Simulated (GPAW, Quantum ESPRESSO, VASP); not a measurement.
**Code comparison for Al2MgC2 (P-3m1, 5 atoms in the cell)**

Self-consistent single point.

```xyz
5
Lattice="3.3469 0.0000 0.0000 -1.6735 2.8985 0.0000 0.0000 0.0000 5.7486" Properties=species:S:1:pos:R:3 pbc="T T T"
Mg     0.0000     0.0000     0.0000
Al     1.6735     0.9662     2.0121
Al     0.0000     1.9323     3.7365
C      0.0000     1.9323     1.5526
C      1.6735     0.9662     4.1960
```

All programs got the same cell, k-point mesh and kind of occupations (in VASP's words: KPOINTS grid = 8 8 4; KPOINTS shift = 0 0 0; ISMEAR = 0; SIGMA = 0.01 eV); potentials, basis and cutoffs are each program's usual ones.

| code | model | pressure (GPa) | largest force (eV/Å) | gap on the mesh (eV) | cutoff |
|---|---|---|---|---|---|
| VASP | PBEsol, VASP's PBE PAW potentials (set 64) | 2.86 | 0.177 | 1.802 | 400 eV |
| Quantum ESPRESSO | PBEsol, GBRV 1.5 ultrasoft (PBESOL) pseudopotentials | 3.59 | 0.166 | 1.803 | 40 Ry |
| GPAW | PBEsol, GPAW PAW datasets PBEsol (made by gpaw-setup) | – | 0.208 | 1.797 | 900 eV |

Size of the force on each atom (eV/Å): Sizes of forces hide their directions.

```json
[
 {"code": "VASP", "Mg1": "0.000", "Al2": "0.012", "Al3": "0.012", "C4": "0.177", "C5": "0.177"},
 {"code": "Quantum ESPRESSO", "Mg1": "0.000", "Al2": "0.008", "Al3": "0.008", "C4": "0.166", "C5": "0.166"},
 {"code": "GPAW", "Mg1": "0.000", "Al2": "0.006", "Al3": "0.006", "C4": "0.208", "C5": "0.208"}
]
```

A dash marks a value that a program does not give, or that is left out as unsure.

Gaps are read on the mesh.

The spread over the programs that give each value: pressure within 0.73 GPa; largest force within 0.042 eV/Å; gap on the mesh within 0.006 eV.

The starting cell comes from a database of computed structures (which also holds hypothetical and non-ambient phases and stackings), without a prior relaxation at this level. Its lattice was rescaled by a random factor within 2.5 % of one.

**Question.** Why do the programs differ, and what cannot be compared?

**Answer.** Differences of this kind can come from the potentials, where these differ, and from what each basis and cutoff leave unconverged. The valence holds different numbers of electrons (VASP 16, Quantum ESPRESSO 24, GPAW 24). The zero of total energies and Fermi levels follows the potentials and each program's conventions, so they are not compared here. The pressure of GPAW is left out: its cutoff lies under the one at which its stress was checked.

VASP's run is marked for a possible Pulay error in its stress at this cutoff; no cutoff test was made.

VASP ran the fixed occupations as a Gaussian smearing of 0.01 eV.

Left out of this page: Ansatz, CP2K, Elk, FLEUR and SIESTA (not drawn, or without a comparable value); ABINIT (with a known weakness of the program).
